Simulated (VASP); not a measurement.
# BaMn2Bi2 (I4/mmm) in VASP: single point with PBE

Aim: the single point of BaMn2Bi2 with PBE.

All numbers are computed with VASP 6.6.1; they aren't measurements. Logs are shortened: lines on timing, memory, paths and dates and some standing lists are left out, and cuts for length are marked.

### Step 1. The crystal as given

It takes space group I4/mmm (No. 139, tetragonal). The conventional cell has a = 4.493 Å, b = 4.493 Å, c = 14.556 Å, α = 90.00°, β = 90.00°, γ = 90.00°. Bi (site symmetry 4mm) has 4 Mn at 2.82 Å as nearest neighbours. Ba (site symmetry 4/mmm) is surrounded by 8 Bi at 3.72 Å and 8 Mn at 4.28 Å. Mn (site symmetry -4m2) is surrounded by 4 Bi at 2.82 Å and 4 Mn at 3.18 Å.

The cell is a database's computed one.

### Step 2. Single point, PBE, collinear spin, ferromagnetic start

Input file INCAR:

```
ALGO = Normal
EDIFF = 1E-6
ENCUT = 520
GGA = PE
ISIF = 2
ISMEAR = -1
ISPIN = 2
LASPH = T
LCHARG = F
LMAXMIX = 4
LORBIT = 11
LREAL = F
LWAVE = F
MAGMOM = 0 0 0 5.5 5.5
NBANDS = 45
NELM = 100
PREC = Accurate
SIGMA = 0.05
```

Input file KPOINTS:

```
k-points
0
Gamma
  8 8 8
```

Input file POSCAR:

```
BaMn2Bi2
1.0
   -2.2462852742      2.2462852742      7.2781801451
    2.2462852742     -2.2462852742      7.2781801451
    2.2462852742      2.2462852742     -7.2781801451
Bi Ba Mn
2 1 2
Direct
    0.6332120000      0.6332120000      0.0000000000
    0.3667880000      0.3667880000      0.0000000000
    0.0000000000      0.0000000000      0.0000000000
    0.7500000000      0.2500000000      0.5000000000
    0.2500000000      0.7500000000      0.5000000000
```

Potentials or basis: VASP PAW PBE potentials, release 64 (Bi_d, Ba_sv, Mn_pv).

Launch:

```sh
> cat potpaw_PBE.64/Bi_d/POTCAR potpaw_PBE.64/Ba_sv/POTCAR potpaw_PBE.64/Mn_pv/POTCAR > POTCAR
> mpirun -np 1 vasp_std > vasp.out
```

OUTCAR:

```text
EDIFF = 1E-6
   ENCUT = 520
   GGA = PE
   ISIF = 2
   ISMEAR = -1
   ISPIN = 2
   LASPH = T
   LORBIT = 11
   LREAL = F
   NELM = 100
   PREC = Accurate

 ion  position               nearest neighbor table
   1  0.633  0.633  0.000-   5 2.82   4 2.82   4 2.82   5 2.82   3 3.72   3 3.72   3 3.72   3 3.72
                             2 3.88
   2  0.367  0.367  0.000-   4 2.82   5 2.82   5 2.82   4 2.82   3 3.72   3 3.72   3 3.72   3 3.72
                             1 3.88
   3  0.000  0.000  0.000-   1 3.72   1 3.72   1 3.72   2 3.72   2 3.72   2 3.72   1 3.72   2 3.72

   4  0.750  0.250  0.500-   2 2.82   1 2.82   2 2.82   1 2.82
   5  0.250  0.750  0.500-   2 2.82   1 2.82   2 2.82   1 2.82

  LATTYP: Found a body centered tetragonal cell.
 ALAT       =     4.4925705484
 C/A-ratio  =     3.2400960950

  Lattice vectors:

 A1 = (  -2.2462852742,   2.2462852742,   7.2781801451)
 A2 = (   2.2462852742,  -2.2462852742,   7.2781801451)
 A3 = (   2.2462852742,   2.2462852742,  -7.2781801451)

Analysis of symmetry for initial positions (statically):
=====================================================================
 Subroutine PRICEL returns:
 Original cell was already a primitive cell.

 Routine SETGRP: Setting up the symmetry group for a
 body centered tetragonal supercell.

 Subroutine GETGRP returns: Found 16 space group operations
 (whereof 16 operations were pure point group operations)
 out of a pool of 16 trial point group operations.

The static configuration has the point symmetry D_4h.

Analysis of symmetry for dynamics (positions and initial velocities):
=====================================================================
 Subroutine PRICEL returns:
 Original cell was already a primitive cell.

 Routine SETGRP: Setting up the symmetry group for a
 body centered tetragonal supercell.

 Subroutine GETGRP returns: Found 16 space group operations
 (whereof 16 operations were pure point group operations)
 out of a pool of 16 trial point group operations.

The dynamic configuration has the point symmetry D_4h.

Analysis of structural, dynamic, and magnetic symmetry:
=====================================================================
 Subroutine PRICEL returns:
 Original cell was already a primitive cell.

 Routine SETGRP: Setting up the symmetry group for a
 body centered tetragonal supercell.

 Subroutine GETGRP returns: Found 16 space group operations
 (whereof 16 operations were pure point group operations)
 out of a pool of 16 trial point group operations.

The overall configuration has the point symmetry D_4h.

 Subroutine INISYM returns: Found 16 space group operations
 (whereof 16 operations are pure point group operations),
 and found     1 'primitive' translations

----------------------------------------------------------------------------------------

                                     Primitive cell

  volume of cell :     146.8969

  direct lattice vectors                    reciprocal lattice vectors
    -2.246285274  2.246285274  7.278180145     0.000000000  0.222589715  0.068698492
     2.246285274 -2.246285274  7.278180145     0.222589715  0.000000000  0.068698492
     2.246285274  2.246285274 -7.278180145     0.222589715  0.222589715  0.000000000

  length of vectors
     7.941253131  7.941253131  7.941253131     0.232949918  0.232949918  0.314789394

  position of ions in fractional coordinates (direct lattice)
     0.633212000  0.633212000  0.000000000
     0.366788000  0.366788000  0.000000000
     0.000000000  0.000000000  0.000000000
     0.750000000  0.250000000  0.500000000
     0.250000000  0.750000000  0.500000000

  ion indices of the primitive-cell ions
   primitive index   ion index
                 1           1
                 2           2
                 3           3
                 4           4
                 5           5

----------------------------------------------------------------------------------------

 KPOINTS: k-points

Automatic generation of k-mesh.
 Grid dimensions read from file:
 generate k-points for:    8    8    8

 Generating k-lattice:

  Cartesian coordinates                     Fractional coordinates (reciprocal lattice)
     0.000000000  0.027823714  0.008587311     0.125000000  0.000000000  0.000000000
     0.027823714  0.000000000  0.008587311     0.000000000  0.125000000  0.000000000
     0.027823714  0.027823714  0.000000000     0.000000000  0.000000000  0.125000000

  Length of vectors
     0.029118740  0.029118740  0.039348674

  Shift w.r.t. Gamma in fractional coordinates (k-lattice)
     0.000000000  0.000000000  0.000000000

 Subroutine IBZKPT returns following result:
 ===========================================

 Found     59 irreducible k-points:

 Following reciprocal coordinates:
            Coordinates               Weight
  0.000000  0.000000  0.000000      1.000000
  0.125000  0.000000  0.000000      8.000000
  0.250000  0.000000  0.000000      8.000000
  0.375000  0.000000 -0.000000      8.000000
  0.500000  0.000000  0.000000      4.000000
  0.125000  0.125000  0.000000      8.000000
[... 16 lines left out ...]
  0.250000  0.125000  0.125000     16.000000
  0.375000  0.125000  0.125000      8.000000
 [... further k-points ...]
   k-points           NKPTS =     59   k-points in BZ     NKDIM =     59   number of bands    NBANDS=     45
   number of dos      NEDOS =    301   number of ions     NIONS =      5
   total plane-waves  NPLWV = 216000
   dimension x,y,z NGX =    60 NGY =   60 NGZ =   60
   dimension x,y,z NGXF=   120 NGYF=  120 NGZF=  120
   ions per type =               2   1   2
   NGX,Y,Z   is equivalent  to a cutoff of  12.56, 12.56, 12.56 a.u.
   NGXF,Y,Z  is equivalent  to a cutoff of  25.12, 25.12, 25.12 a.u.
 SYSTEM =  unknown system
   PREC   = accura    normal or accurate (medium, high low for compatibility)
   ISTART =      0    job   : 0-new  1-cont  2-samecut
   ICHARG =      2    charge: 1-file 2-atom 10-const
   ISPIN  =      2    spin polarized calculation?
   LNONCOLLINEAR =      F non collinear calculations
   LSORBIT =      F    spin-orbit coupling
   LASPH  =      T    aspherical Exc in radial PAW
   ENCUT  =  520.0 eV  38.22 Ry    6.18 a.u.  14.77 14.77 14.77*2*pi/ulx,y,z
   NELM   =    100;   NELMIN=  2; NELMDL= -5     # of ELM steps
   EDIFF  = 0.1E-05   stopping-criterion for ELM
   LREAL  =      F    real-space projection
   EDIFFG = 0.1E-04   stopping-criterion for IOM
   NSW    =      0    number of steps for IOM
   IBRION =     -1    ionic relax: 0-MD 1-quasi-New 2-CG
   NFREE  =      0    steps in history (QN), initial steepest desc. (CG)
   ISIF   =      2    stress and relaxation
   ISYM   =      2    0-nonsym 1-usesym 2-fastsym
   POTIM  = 0.5000    time-step for ionic-motion
   TEBEG  =    0.0;   TEEND  =   0.0 temperature during run
   PSTRESS=    0.0 pullay stress
   NELECT =      66.0000    total number of electrons
   NUPDOWN=      -1.0000    fix difference up-down
   EMIN   =  10.00;   EMAX   =-10.00  energy-range for DOS
   EFERMI =   0.00;   METHOD = LEGACY
   ISMEAR =    -1;   SIGMA  =   0.05  broadening in eV -4-tet -1-fermi 0-gaus
   EFERMI_NEDOS =   21; number of points for ismear=-14 and -15
   IALGO  =     38    algorithm
   IMIX   =      4    mixing-type and parameters
     AMIX     =   0.40;   BMIX     =  1.00
     AMIX_MAG =   1.60;   BMIX_MAG =  1.00
  volume/ion in A,a.u.               =      29.38       198.26
  Fermi-wavevector in a.u.,A,eV,Ry     =   1.253868  2.369468 21.390887  1.572186
  Thomas-Fermi vector in A             =   2.387701
   LORBIT       =     11    0 simple, 1 ext, 2 COOP (PROOUT), +10 PAW based schemes
   GGA     = PE    functional components
   LHFCALC =     F    Hartree Fock is set to
   AEXX    =    0.0000 exact exchange contribution
   IVDW    =     0    specifies the selected vdW correction
   LEPSILON=     F    determine dielectric tensor
   LRPA    =     F    only Hartree local field effects (RPA)
 spin polarized calculation
  energy-cutoff  :      520.00
  volume of cell :      146.90
 maximum number of plane-waves:      3988
   NGX = 29   NGY = 29   NGZ = 29

 number of electron      66.0000000 magnetization      11.0000000

 number of electron      65.9999984 magnetization       8.2719711

 Free energy of the ion-electron system (eV)
  ---------------------------------------------------
  ext. energy  EPLUGINS =         0.00000000
  ---------------------------------------------------
  free energy    TOTEN  =       -28.18072117 eV

  energy without entropy =      -28.13803162  energy(sigma->0) =      -28.15937640

 E-fermi :   5.5186     XC(G=0):  -9.6903

 val. band max:        5.5132819874   @ k =   0.5000   0.2500   0.1250
 cond. band min:       5.5267181553   @ k =  -0.3750  -0.3750   0.1250
 fundamental gap:      0.0134361679
 Fermi energy:         5.5186174690

 spin component 1

 k-point     1 :       0.0000    0.0000    0.0000
  band No.  band energies     occupation
      1     -44.7115      1.00000
      2     -44.7069      1.00000
      3     -44.5085      1.00000
      4     -44.5085      1.00000
      5     -44.4842      1.00000
      6     -44.4842      1.00000
[... 37 lines left out ...]
     44       9.1271      0.00000
     45       9.3254      0.00000

 k-point     2 :       0.1250    0.0000    0.0000
  band No.  band energies     occupation
      1     -44.7113      1.00000
      2     -44.7071      1.00000
      3     -44.5076      1.00000
      4     -44.5076      1.00000
      5     -44.4852      1.00000
      6     -44.4851      1.00000
[... 37 lines left out ...]
     44       9.2085      0.00000
     45       9.4520      0.00000

 k-point     3 :       0.2500    0.0000    0.0000
  band No.  band energies     occupation
      1     -44.7108      1.00000
      2     -44.7076      1.00000
      3     -44.5051      1.00000
      4     -44.5050      1.00000
      5     -44.4879      1.00000
      6     -44.4878      1.00000
[... 997 lines left out ...]
     44       9.4794      0.00000
     45      10.4959      0.00000

 k-point    24 :       0.3750    0.1250    0.1250
  band No.  band energies     occupation
      1     -44.7091      1.00000
      2     -44.7091      1.00000
      3     -44.5068      1.00000
      4     -44.5068      1.00000
      5     -44.4863      1.00000
      6     -44.4863      1.00000
[... 37 lines left out ...]
     44       9.8822      0.00000
     45      10.4188      0.00000

 [... further k-points ...]

 spin component 2

 k-point     1 :       0.0000    0.0000    0.0000
  band No.  band energies     occupation
      1     -40.5837      1.00000
      2     -40.5777      1.00000
      3     -40.5135      1.00000
      4     -40.5135      1.00000
      5     -40.4838      1.00000
      6     -40.4838      1.00000
[... 37 lines left out ...]
     44       9.6110      0.00000
     45       9.7152      0.00000

 k-point     2 :       0.1250    0.0000    0.0000
  band No.  band energies     occupation
      1     -40.5834      1.00000
      2     -40.5779      1.00000
      3     -40.5124      1.00000
      4     -40.5124      1.00000
      5     -40.4849      1.00000
      6     -40.4849      1.00000
[... 37 lines left out ...]
     44       9.7379      0.00000
     45       9.9349      0.00000

 k-point     3 :       0.2500    0.0000    0.0000
  band No.  band energies     occupation
      1     -40.5827      1.00000
      2     -40.5785      1.00000
      3     -40.5093      1.00000
      4     -40.5091      1.00000
      5     -40.4883      1.00000
      6     -40.4881      1.00000
[... 997 lines left out ...]
     44       9.8766      0.00000
     45      10.9709      0.00000

 k-point    24 :       0.3750    0.1250    0.1250
  band No.  band energies     occupation
      1     -40.5806      1.00000
      2     -40.5806      1.00000
      3     -40.5115      1.00000
      4     -40.5115      1.00000
      5     -40.4863      1.00000
      6     -40.4863      1.00000
[... 37 lines left out ...]
     44      10.3808      0.00000
     45      10.6322      0.00000

 [... further k-points ...]

------------------------ aborting loop because EDIFF is reached ----------------------------------------

  FORCE on cell =-STRESS in cart. coord.  units (eV):
  Direction    XX          YY          ZZ          XY          YZ          ZX
  --------------------------------------------------------------------------------------
  -------------------------------------------------------------------------------------
  Total        0.9673651      0.9673651     -0.5076854      0.0000000      0.0000000      0.0000000
  in kB       10.5508730     10.5508730     -5.5372313      0.0000000      0.0000000      0.0000000
  external PRESSURE =       5.1881716 kB  Pullay stress =       0.0000000 kB

 VOLUME and BASIS-vectors are now :
 -----------------------------------------------------------------------------
  energy-cutoff  :      520.00
  volume of cell :      146.90
      direct lattice vectors                 reciprocal lattice vectors
    -2.246285274  2.246285274  7.278180145     0.000000000  0.222589715  0.068698492
     2.246285274 -2.246285274  7.278180145     0.222589715  0.000000000  0.068698492
     2.246285274  2.246285274 -7.278180145     0.222589715  0.222589715  0.000000000

 POSITION                                       TOTAL-FORCE (eV/Angst)
 -----------------------------------------------------------------------------------
      0.00000      0.00000      9.21726         0.000000      0.000000     -0.166426
      0.00000      0.00000      5.33910        -0.000000     -0.000000      0.166426
      0.00000      0.00000      0.00000         0.000000      0.000000     -0.000000
      0.00000      2.24629      3.63909         0.000000      0.000000     -0.000000
      2.24629      0.00000      3.63909         0.000000      0.000000     -0.000000
 -----------------------------------------------------------------------------------
    total drift:                               -0.000000     -0.000000      0.000000

  FREE ENERGIE OF THE ION-ELECTRON SYSTEM (eV)
  ---------------------------------------------------
  free  energy   TOTEN  =       -28.1807211694 eV

  energy  without entropy=      -28.1380316239  energy(sigma->0) =      -28.15937640

 total charge

# of ion       s       p       d       tot
------------------------------------------
    1        1.448   1.638   9.903  12.989
    2        1.448   1.638   9.903  12.989
    3        2.011   5.589   0.296   7.896
    4        0.266   6.178   4.977  11.421
    5        0.266   6.178   4.977  11.421
--------------------------------------------------
tot          5.440  21.220  30.056  56.716

 magnetization (x)

# of ion       s       p       d       tot
------------------------------------------
    1        0.008  -0.095   0.013  -0.074
    2        0.008  -0.095   0.013  -0.074
    3        0.005   0.001   0.040   0.046
    4        0.040   0.033   3.775   3.848
    5        0.040   0.033   3.775   3.848
--------------------------------------------------
tot          0.102  -0.124   7.617   7.594
```

Wall time 20 min (1 thread of Intel Xeon Platinum 8488C (Sapphire Rapids), shared host); peak memory 1 GiB.

What came out:

- Free energy: -28.1807 eV
- Pressure: 0.5 GPa
- Largest force: 0.166 eV/Å
- Band gap on the k mesh: none (metal or under the smearing width)
- Net moment: 8.27 μB per cell
- Site moments: Bi -0.07; Ba +0.05; Mn +3.85 μB
- Valence electrons inside the program's atomic spheres: Bi 12.99; Ba 7.90; Mn 11.42

Forces in eV/Å, atoms in the order of the input:
```
Bi   0.000  0.000 -0.166
Bi   0.000  0.000  0.166
Ba   0.000  0.000  0.000
Mn   0.000  0.000  0.000
Mn   0.000  0.000  0.000
```

Stress tensor (GPa, compression positive):
```
 1.06  0.00  0.00
 0.00  1.06  0.00
 0.00  0.00 -0.55
```

Caveat: spin-orbit coupling is left out, which moves the levels of the heavy elements.
